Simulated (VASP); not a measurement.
Consider the following.

```xyz
2
Lattice="0.0000 3.1438 3.1438 3.1438 0.0000 3.1438 3.1438 3.1438 0.0000" Properties=species:S:1:pos:R:3 pbc="T T T"
Ga     0.0000     0.0000     0.0000
Sb     1.5719     1.5719     1.5719
```

These are optB86b-vdW, VASP's PBE PAW potentials (set 64) (plane waves; VASP 6.6.1) values and carry that method's errors. Numerical set-up: 520 eV cut-off, 10×10×10 Γ-centred mesh, first-order Methfessel-Paxton smearing of 0.10 eV, potentials Ga_d Sb.

Question: Give the stress tensor in GPa (positive for a compressed cell).

Answer: 
```
-2.47   0.00   0.00
 0.00  -2.47   0.00
 0.00   0.00  -2.47
```
The pressure is its mean diagonal, -2.47 GPa.

The compound is GaSb in the zinc blende structure. This cell is one point of a volume scan, at 1.06 of the reference volume.
